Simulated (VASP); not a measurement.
Wanted: the native input for a VASP 6.6.1 run.

```
Task                    : density of states
Functional              : LDA
Potentials or basis     : VASP PAW LDA potentials, release 64 (Ge_d, W_sv)
Cutoff                  : 520 eV
k mesh                  : 9 × 9 × 9
Occupations             : gaussian, width 0.02 eV
Spin                    : no spin polarisation
k mesh for the DOS      : 14 × 14 × 14
Occupations for the DOS : tetrahedron
Further INCAR settings  : ALGO = Normal; EDIFF = 1e-07
```

Crystal: GeW.

```xyz
2
Lattice="0.0000 2.5776 2.5776 2.5776 0.0000 2.5776 2.5776 2.5776 0.0000" Properties=species:S:1:pos:R:3 pbc="T T T"
Ge    2.5776    2.5776    2.5776
W     0.0000    0.0000    0.0000
```

The cell was built by a generator and needn't be a form met in nature.

These files were run (other wordings do the same):

POSCAR

```
GeW
1.0
    0.0000000000      2.5776100000      2.5776100000
    2.5776100000      0.0000000000      2.5776100000
    2.5776100000      2.5776100000      0.0000000000
Ge W
1 1
Direct
    0.5000000000      0.5000000000      0.5000000000
    0.0000000000      0.0000000000      0.0000000000
```

INCAR.step1

```
SYSTEM = GeW
ALGO     = Normal         ! electronic algorithm
EDIFF    = 1E-7           ! SCF threshold, eV
ENCUT    = 520            ! plane-wave cutoff, eV
ISIF     = 2              ! what is computed and relaxed
ISMEAR   = 0              ! smearing method
LASPH    = .True.         ! aspherical terms in the spheres
LCHARG   = .True.         ! write CHGCAR
LMAXMIX  = 4              ! l up to which the mixer works
LREAL    = .False.        ! projectors in reciprocal space
LWAVE    = .False.        ! write WAVECAR
NELM     = 60             ! most SCF steps
PREC     = Accurate       ! precision mode
SIGMA    = 0.02           ! smearing width, eV
```

KPOINTS.step1

```
k-points
0
Gamma
  9 9 9
  0 0 0
```

INCAR.step2

```
SYSTEM = GeW
ALGO     = Normal         ! electronic algorithm
EDIFF    = 1E-7           ! SCF threshold, eV
ENCUT    = 520            ! plane-wave cutoff, eV
ICHARG   = 11             ! starting density
ISIF     = 2              ! what is computed and relaxed
ISMEAR   = -5             ! smearing method
LASPH    = .True.         ! aspherical terms in the spheres
LCHARG   = .False.        ! write CHGCAR
LMAXMIX  = 4              ! l up to which the mixer works
LORBIT   = 11             ! projections on sites
LREAL    = .False.        ! projectors in reciprocal space
LWAVE    = .False.        ! write WAVECAR
NEDOS    = 1001           ! points of the DOS
NELM     = 60             ! most SCF steps
PREC     = Accurate       ! precision mode
SIGMA    = 0.02           ! smearing width, eV
```

KPOINTS.step2

```
k-points
0
Gamma
  14 14 14
  0 0 0
```

Potentials or basis: VASP PAW LDA potentials, release 64 (Ge_d, W_sv).

Run with:

```bash
$ cat potpaw_LDA.64/Ge_d/POTCAR potpaw_LDA.64/W_sv/POTCAR > POTCAR
$ cp INCAR.step1 INCAR
$ cp KPOINTS.step1 KPOINTS
$ mpirun -np 1 vasp_std > vasp.out
$ cp INCAR.step2 INCAR
$ cp KPOINTS.step2 KPOINTS
$ mpirun -np 1 vasp_std > vasp.out
```

Results of the run:

| Item | Value |
| --- | --- |
| Valence electrons inside the program's atomic spheres | Ge 12.64; W 11.95 |

It took 36 s on 1 thread of AMD EPYC 9R45 (Zen 5), with other jobs on the host, peak memory 0.15 GiB.
